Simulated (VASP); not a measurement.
Energy against volume of MgS (rock salt). Method: PBE GGA with D4 dispersion, VASP's PBE PAW potentials (set 64) (plane waves; VASP 6.6.1). Settings: 520 eV cut-off, 9×9×9 Γ-centred mesh, Gaussian smearing of 0.050 eV, potentials Mg S.

```json
[
 {"V (Å³/atom)": "16.704", "E (eV/atom)": "-4.53869"},
 {"V (Å³/atom)": "17.221", "E (eV/atom)": "-4.54290"},
 {"V (Å³/atom)": "17.737", "E (eV/atom)": "-4.53929"},
 {"V (Å³/atom)": "18.254", "E (eV/atom)": "-4.52898"}
]
```

Problem. Fit these four points and predict the energy of the run at 16.187 Å³/atom.

Solution. A cubic in V^(−2/3), the third-order Birch-Murnaghan form, passes through the four points with V0 = 17.23 Å³/atom and B0 = 81 GPa, and gives -4.5253 eV/atom there. The run gave -4.5254 eV/atom, -0.0 meV/atom from the fit; all five points give B0 = 80 GPa.

The compound is MgS in the rock salt structure. It was relaxed first.
